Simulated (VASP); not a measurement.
All values below come from PBE GGA with D3 dispersion (zero damping), VASP's PBE PAW potentials (set 64) (plane waves; VASP 6.6.1).

Input for VASP

### INCAR
```
SYSTEM  =  NiSb
PREC  =  Accurate
NELM  =  100
EDIFF  =  1E-7
GGA  =  PE   ! PBE
LREAL  =  .FALSE.
LMAXMIX  =  4
LASPH  =  .TRUE.
LORBIT  =  11   ! lm-projected
NEDOS  =  601   ! DOS grid
ENCUT  =  520   ! plane-wave cut-off (eV)
LEFG  =  .TRUE.
ALGO  =  Normal   ! blocked Davidson
LWAVE  =  .FALSE.
ISMEAR  =  -5
IVDW  =  11   ! D3, zero damping
LCHARG  =  .TRUE.
ISIF  =  2   ! forces and stress, cell fixed
```

File POSCAR:
```
NiSb
5.0926750
  0.3862287903  -0.6689679202   0.0000000000
  0.3862287903   0.6689679202   0.0000000000
  0.0000000000   0.0000000000   0.9999999589
Ni Sb
2 2
Cartesian
  0.3862287903   0.6689679202   0.4999999795
  0.3862287903   0.6689679202   0.0000000000
  0.3862287903   0.2229897527   0.2499999897
  0.3862287903  -0.2229897527   0.7499999692
```

### KPOINTS
```
Automatic mesh
0
Gamma
10 10 7
0 0 0
```

POTCAR, in this order: Ni Sb (PBE.64 set). Program: vasp_std.

What VASP printed:

OSZICAR:
```
       N       E                     dE             d eps       ncg     rms          rms(c)
DAV:   1     0.169330927492E+03    0.16933E+03   -0.12661E+04  2128   0.163E+03
DAV:   2    -0.125722919078E+02   -0.18190E+03   -0.17714E+03  2158   0.322E+02
DAV:   3    -0.214565315230E+02   -0.88842E+01   -0.86059E+01  2453   0.878E+01
DAV:   4    -0.216950451665E+02   -0.23851E+00   -0.23715E+00  2455   0.134E+01
DAV:   5    -0.217025539372E+02   -0.75088E-02   -0.74807E-02  2624   0.252E+00    0.133E+01
DAV:   6    -0.241813521621E+02   -0.24788E+01   -0.34435E+01  2329   0.107E+02    0.170E+01
DAV:   7    -0.202816053137E+02    0.38997E+01   -0.12703E+01  2341   0.756E+01    0.394E+00
DAV:   8    -0.203403821324E+02   -0.58777E-01   -0.14880E+00  2940   0.107E+01    0.263E+00
DAV:   9    -0.202807110955E+02    0.59671E-01   -0.26139E-01  2392   0.882E+00    0.615E-01
DAV:  10    -0.202813397641E+02   -0.62867E-03   -0.82675E-03  2301   0.880E-01    0.465E-01
DAV:  11    -0.202809927113E+02    0.34705E-03   -0.62869E-04  2550   0.215E-01    0.134E-01
DAV:  12    -0.202808809643E+02    0.11175E-03   -0.55316E-04  3056   0.384E-01    0.328E-02
DAV:  13    -0.202808869250E+02   -0.59608E-05   -0.69081E-05  2483   0.733E-02    0.273E-02
DAV:  14    -0.202808830956E+02    0.38294E-05   -0.19629E-06  3017   0.173E-02    0.102E-02
DAV:  15    -0.202808827911E+02    0.30452E-06   -0.38389E-07  2148   0.514E-03    0.214E-03
DAV:  16    -0.202808821414E+02    0.64969E-06   -0.84266E-08  1220   0.472E-03    0.865E-04
DAV:  17    -0.202808819022E+02    0.23921E-06   -0.57489E-08  1157   0.208E-03    0.241E-04
DAV:  18    -0.202808818689E+02    0.33305E-07   -0.15290E-08  1142   0.144E-03
   1 F= -.21766183E+02 E0= -.21766183E+02  d E =0.000000E+00
```

File OUTCAR:
```
------------------------ aborting loop because EDIFF is reached ----------------------------------------
 Edisp (eV)   -1.48530
  FORCE on cell =-STRESS in cart. coord.  units (eV):
  Direction    XX          YY          ZZ          XY          YZ          ZX
  --------------------------------------------------------------------------------------
  Total      -0.11759    -0.11759    -0.07641     0.00000     0.00000     0.00000
  in kB      -2.76025    -2.76025    -1.79360     0.00000     0.00000     0.00000
  external pressure =       -2.44 kB  Pullay stress =        0.00 kB
  volume of cell :       68.25
      direct lattice vectors                 reciprocal lattice vectors
     1.966937704 -3.406836203  0.000000000     0.254202255 -0.146763733  0.000000000
     1.966937704  3.406836203  0.000000000     0.254202255  0.146763733  0.000000000
     0.000000000  0.000000000  5.092674791     0.000000000  0.000000000  0.196360467
 POSITION                                       TOTAL-FORCE (eV/Angst)
 -----------------------------------------------------------------------------------
      0.00000      0.00000      2.54634        -0.000000      0.000000      0.000000
      0.00000      0.00000      0.00000        -0.000000      0.000000      0.000000
      1.96694      1.13561      1.27317         0.000000     -0.000000     -0.000000
      1.96694     -1.13561      3.81951         0.000000      0.000000      0.000000
 -----------------------------------------------------------------------------------
    total drift:                                0.000000      0.000000      0.000000
  FREE ENERGIE OF THE ION-ELECTRON SYSTEM (eV)
  ---------------------------------------------------
  free  energy   TOTEN  =       -21.7661829750 eV

  energy  without entropy=      -21.7661829750  energy(sigma->0) =      -21.76618297

 total charge

# of ion       s       p       d       tot
------------------------------------------
    1        0.452   0.489   8.466   9.408
    2        0.452   0.489   8.466   9.408
    3        1.130   1.224   0.077   2.431
    4        1.130   1.224   0.077   2.431
--------------------------------------------------
tot          3.165   3.427  17.086  23.679

 Electric field gradients after diagonalization (V/A^2)
 (convention: |V_zz| > |V_xx| > |V_yy|)
----------------------------------------------------------------------
 ion       V_xx      V_yy      V_zz     asymmetry (V_yy - V_xx)/ V_zz
----------------------------------------------------------------------
   1      11.987    11.984   -23.971       0.000
   2      11.987    11.984   -23.971       0.000
   3     -39.812   -39.812    79.624       0.000
   4     -39.812   -39.812    79.624       0.000
```
(Selected blocks of OUTCAR.)

OUTCAR:
```
 val. band max:       10.0911279074   @ k =   0.0000   0.0000   0.0000

 cond. band min:      10.0388459722   @ k =   0.4000   0.1000   0.4286


 Fermi energy:        10.1041252082

 k-point     1 :       0.0000    0.0000    0.0000
  band No.  band energies     occupation
      1      -2.9181      2.00000
      2       1.7140      2.00000
      3       3.8495      2.00000
      4       6.1315      2.00000
      5       6.1316      2.00000
      6       6.8993      2.00000
      7       7.4925      2.00000
      8       7.4925      2.00000
      9       7.9696      2.00000
     10       7.9696      2.00000
     11       8.7671      2.00000
     12       8.7672      2.00000
     13      10.0911      2.00000
     14      10.6594     -0.78531
     15      10.6594      0.00000
     16      12.5563      0.00000
     17      12.5563      0.00000
     18      13.1908      0.00000
     19      14.1795      0.00000

 k-point     2 :       0.1000    0.0000    0.0000
  band No.  band energies     occupation
      1      -2.7924      2.00000
      2       1.7022      2.00000
      3       3.9907      2.00000
      4       6.1055      2.00000
      5       6.1588      2.00000
      6       6.8520      2.00000
      7       7.3966      2.00000
      8       7.4412      2.00000
      9       7.8953      2.00000
     10       7.9925      2.00000
     11       8.7600      2.00000
     12       8.7679      2.00000
     13       9.7713      2.00000
     14      10.0500      1.61281
     15      10.2215      0.27507
     16      11.9646      0.00000
     17      12.9605      0.00000
     18      13.9622      0.00000
     19      14.3301      0.00000

 k-point     3 :       0.2000    0.0000    0.0000
  band No.  band energies     occupation
      1      -2.4204      2.00000
      2       1.6330      2.00000
      3       4.4070      2.00000
      4       5.8896      2.00000
      5       6.2376      2.00000
      6       6.6446      2.00000
      7       7.1949      2.00000
...
```

For a metal the tetrahedron method with Blöchl corrections gives inexact stress and forces. Unless said otherwise, spin-orbit coupling is left out, though it shifts the bands of the heavy elements here.

The compound is NiSb in the NiAs type structure. It was relaxed first. The run is not spin-polarised, so no magnetic state was tried.
